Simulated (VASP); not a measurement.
Consider the following.

```yaml
crystal:
  lattice:
    - [4.66567, -2.39633, 0.00000]
    - [4.66567, 2.39633, 0.00000]
    - [-2.40291, 0.00000, 4.30099]
  atoms:
    - { symbol: Os, position: [0.99960, 0.00040, 0.50000] }
    - { symbol: O, position: [0.33715, 0.92023, 0.42962] }
    - { symbol: O, position: [0.07977, 0.66285, 0.57038] }
    - { symbol: O, position: [0.90559, 0.32175, 0.81978] }
    - { symbol: O, position: [0.67825, 0.09441, 0.18022] }
```

Level of theory: PBEsol GGA, VASP's PBE PAW potentials (set 64) (plane waves; VASP 6.6.1). Settings: 400 eV cut-off, 6×6×6 Γ-centred mesh, Gaussian smearing of 0.010 eV, potentials Os O.

Unless said otherwise, spin-orbit coupling is left out, though it shifts the bands of the heavy elements here.

Task: Give the energies of bands 6 to 19 at the high-symmetry points, in eV from the valence-band maximum.

Result: 
```csv
band,Γ,C,Y2,M2,D,A,V2
6,-4.51,-4.58,-4.72,-4.58,-4.42,-4.55,-4.53
7,-4.13,-4.56,-4.53,-4.43,-4.36,-4.37,-4.38
8,-4.09,-4.31,-4.40,-4.20,-4.32,-4.14,-4.18
9,-4.04,-4.20,-4.38,-4.19,-4.26,-4.10,-4.13
10,-2.53,-2.51,-2.51,-2.52,-2.53,-2.47,-2.51
11,-1.04,-0.95,-0.64,-1.15,-1.28,-1.25,-1.27
12,-0.97,-0.90,-0.59,-0.91,-1.27,-1.00,-1.02
13,-0.96,-0.70,-0.55,-0.74,-1.24,-0.79,-0.78
14,-0.61,-0.29,-0.18,-0.43,-0.12,-0.51,-0.46
15,-0.31,-0.14,-0.14,-0.07,-0.09,-0.14,-0.09
16,-0.28,-0.04,-0.07,-0.06,-0.04,-0.10,-0.05
17,3.52,3.45,3.25,3.52,3.73,3.59,3.58
18,3.72,3.58,3.36,3.64,3.82,3.71,3.69
19,5.40,5.44,5.58,5.46,5.59,5.43,5.46
```

The gap is indirect, 3.24 eV, from the valence maximum at L2 to the conduction minimum at Y2.

The structure comes from a computed database's OsO4 entry; how it stands against other phases isn't given here. The cell was not relaxed at this level.
